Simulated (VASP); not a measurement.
Energy against volume of InAs (zinc blende). Computed with rev-vdW-DF2, VASP's PBE PAW potentials (set 64) (plane waves; VASP). Numerical set-up: 520 eV cut-off, 10×10×10 Γ-centred mesh, first-order Methfessel-Paxton smearing of 0.10 eV, potentials In_d As.

```json
[
 {"V (Å³/atom)": "27.359", "E (eV/atom)": "-1.74832"},
 {"V (Å³/atom)": "28.232", "E (eV/atom)": "-1.76271"},
 {"V (Å³/atom)": "29.106", "E (eV/atom)": "-1.76722"},
 {"V (Å³/atom)": "29.979", "E (eV/atom)": "-1.76339"}
]
```

Q: Fit these four points and predict the energy of the run at 30.852 Å³/atom.

A: A cubic in V^(−2/3), the third-order Birch-Murnaghan form, passes through the four points with V0 = 29.12 Å³/atom and B0 = 51 GPa, and gives -1.7525 eV/atom there. The run gave -1.7526 eV/atom, -0.1 meV/atom from the fit; all five points give B0 = 51 GPa.

The compound is InAs in the zinc blende structure. It was relaxed first.
